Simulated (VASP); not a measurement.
Here is the system:

```xyz
2
Lattice="0.0000 2.2166 2.2166 2.2166 0.0000 2.2166 2.2166 2.2166 0.0000" Properties=species:S:1:pos:R:3 pbc="T T T"
Al     0.0000     0.0000     0.0000
N      1.1083     1.1083     1.1083
```

Calculation: rev-vdW-DF2, VASP's PBE PAW potentials (set 64) (plane waves; VASP). Run with 520 eV cut-off, 10×10×10 Γ-centred mesh, Gaussian smearing of 0.050 eV, potentials Al N.

Task: What does the run give for the energy per atom (σ→0), pressure, band gap (on the k-mesh) with the smallest direct gap where there is one?

Result: 
- band gap (on the k-mesh): 3.32 eV
- smallest direct gap (on the k-mesh): 3.87 eV
- energy per atom (σ→0): -6.411 eV/atom
- pressure: -5.51 GPa

Only differences to runs with the same potentials and settings are physical.

The compound is AlN in the zinc blende structure, a metastable form; wurtzite is the usual one. This cell is one point of a volume scan, at 1.03 of the reference volume.
